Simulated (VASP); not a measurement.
Given:

```
CELL_PARAMETERS angstrom
      4.01802     0.00000     0.00000
      0.00000     4.01802     0.00000
      0.00000     0.00000     7.18054
ATOMIC_POSITIONS crystal
  Hg 0.50000 0.50000 0.00000
  P  0.00000 0.00000 0.50000
  Pd 0.00000 0.50000 0.30289
  Pd 0.00000 0.50000 0.69711
  Pd 0.50000 0.00000 0.30289
  Pd 0.50000 0.00000 0.69711
  Pd 0.00000 0.00000 0.00000
```

These are PBEsol GGA, VASP's PBE PAW potentials (set 64) (plane waves; VASP) values and carry that method's errors. Numerical set-up: 300 eV cut-off, 5×5×3 Γ-centred mesh, Gaussian smearing of 0.10 eV, potentials Hg P Pd.

Task: Give the energies of bands 25 to 38 at the high-symmetry points, in eV from the Fermi level.

Result: 
```json
[
 {"band": "25", "Γ": "-1.27", "X": "-2.13", "M": "-1.64", "Z": "-1.41", "R": "-2.03", "A": "-2.01"},
 {"band": "26", "Γ": "-1.05", "X": "-1.82", "M": "-1.46", "Z": "-1.36", "R": "-1.99", "A": "-1.80"},
 {"band": "27", "Γ": "-1.04", "X": "-1.58", "M": "-1.41", "Z": "-1.22", "R": "-1.60", "A": "-1.80"},
 {"band": "28", "Γ": "-0.92", "X": "-1.57", "M": "-1.20", "Z": "-1.10", "R": "-1.38", "A": "-1.50"},
 {"band": "29", "Γ": "-0.90", "X": "-1.46", "M": "-1.01", "Z": "-1.00", "R": "-1.37", "A": "-1.37"},
 {"band": "30", "Γ": "-0.90", "X": "-1.41", "M": "-0.69", "Z": "-0.92", "R": "-1.34", "A": "-0.92"},
 {"band": "31", "Γ": "-0.80", "X": "-1.37", "M": "-0.57", "Z": "-0.32", "R": "-1.31", "A": "-0.84"},
 {"band": "32", "Γ": "-0.14", "X": "-0.74", "M": "-0.57", "Z": "-0.14", "R": "-1.15", "A": "-0.34"},
 {"band": "33", "Γ": "-0.10", "X": "-0.28", "M": "-0.34", "Z": "-0.10", "R": "-1.05", "A": "-0.21"},
 {"band": "34", "Γ": "0.33", "X": "0.15", "M": "-0.34", "Z": "1.39", "R": "-0.56", "A": "0.56"},
 {"band": "35", "Γ": "0.33", "X": "0.30", "M": "0.33", "Z": "1.77", "R": "2.57", "A": "0.56"},
 {"band": "36", "Γ": "2.73", "X": "1.34", "M": "1.06", "Z": "1.77", "R": "2.71", "A": "1.03"},
 {"band": "37", "Γ": "3.17", "X": "2.33", "M": "1.06", "Z": "3.53", "R": "2.75", "A": "1.10"},
 {"band": "38", "Γ": "5.53", "X": "4.59", "M": "1.91", "Z": "3.53", "R": "3.64", "A": "1.10"}
]
```

It has no gap at this level: it comes out as a metal or semimetal.

The structure comes from a computed database's HgPPd5 entry (P4/mmm); how it stands against other phases isn't given here. The cell was not relaxed at this level. The k-mesh is coarse (spacing up to 0.31 per Å, 2π included), so the numbers may not be converged in it. The electron count is odd and the run is not spin-polarised, which forces a metal.
